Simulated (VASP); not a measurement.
Data:

```yaml
crystal:
  lattice:
    - [1.99780, -3.46029, 0.00000]
    - [1.99780, 3.46029, 0.00000]
    - [0.00000, 0.00000, 5.20359]
  atoms:
    - { symbol: Ni, position: [0.00000, 0.00000, 0.50000] }
    - { symbol: Ni, position: [0.00000, 0.00000, 0.00000] }
    - { symbol: Sb, position: [0.33333, 0.66667, 0.25000] }
    - { symbol: Sb, position: [0.66667, 0.33333, 0.75000] }
```

The numbers are results of revPBE GGA, VASP's PBE PAW potentials (set 64) (plane waves; VASP 6.6.1), not measurements. Run with 520 eV cut-off, Gaussian smearing of 0.050 eV, potentials Ni Sb.

Problem. Give the energies of bands 5 to 18 at the high-symmetry points, in eV from the Fermi level.

Solution. 
| band | Γ | M | K | A | L | H |
|---|---|---|---|---|---|---|
| 5 | -3.68 | -3.28 | -4.13 | -2.95 | -3.07 | -4.88 |
| 6 | -2.93 | -3.02 | -2.98 | -2.95 | -3.07 | -4.88 |
| 7 | -2.38 | -2.99 | -2.98 | -2.63 | -2.65 | -2.57 |
| 8 | -2.38 | -2.95 | -2.48 | -2.63 | -2.65 | -2.57 |
| 9 | -1.96 | -2.74 | -1.91 | -1.93 | -1.83 | -1.91 |
| 10 | -1.96 | -2.00 | -1.84 | -1.93 | -1.83 | -1.91 |
| 11 | -1.23 | -1.93 | -1.84 | -1.93 | -1.77 | -1.85 |
| 12 | -1.23 | -1.72 | -1.49 | -1.93 | -1.77 | -1.85 |
| 13 | -0.02 | -1.47 | -1.25 | 0.14 | -1.67 | -1.32 |
| 14 | 0.57 | -1.29 | -1.25 | 0.14 | -1.67 | -1.32 |
| 15 | 0.57 | -1.22 | -0.54 | 1.97 | 0.21 | -1.19 |
| 16 | 2.35 | -0.41 | -0.54 | 1.97 | 0.21 | -1.19 |
| 17 | 2.35 | 1.09 | 0.59 | 1.97 | 1.56 | 4.04 |
| 18 | 3.10 | 3.41 | 0.59 | 1.97 | 1.56 | 4.04 |

It has no gap at this level: it comes out as a metal or semimetal.

The compound is NiSb in the NiAs type structure. It was relaxed first. The run is not spin-polarised, so no magnetic state was tried.
